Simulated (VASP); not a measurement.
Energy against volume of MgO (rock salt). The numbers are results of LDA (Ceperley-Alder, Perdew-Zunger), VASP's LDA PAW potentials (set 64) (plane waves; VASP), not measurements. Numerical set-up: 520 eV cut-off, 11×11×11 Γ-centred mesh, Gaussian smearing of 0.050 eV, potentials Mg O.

```json
[
 {"V (Å³/atom)": "8.639", "E (eV/atom)": "-6.71757"},
 {"V (Å³/atom)": "8.906", "E (eV/atom)": "-6.72272"},
 {"V (Å³/atom)": "9.173", "E (eV/atom)": "-6.71888"},
 {"V (Å³/atom)": "9.440", "E (eV/atom)": "-6.70728"}
]
```

Question: Fit these four points and predict the energy of the run at 8.371 Å³/atom.

Answer: A cubic in V^(−2/3), the third-order Birch-Murnaghan form, passes through the four points with V0 = 8.92 Å³/atom and B0 = 179 GPa, and gives -6.7019 eV/atom there. The run gave -6.7019 eV/atom, +0.0 meV/atom from the fit; all five points give B0 = 179 GPa.

The compound is MgO in the rock salt structure. It was relaxed first.
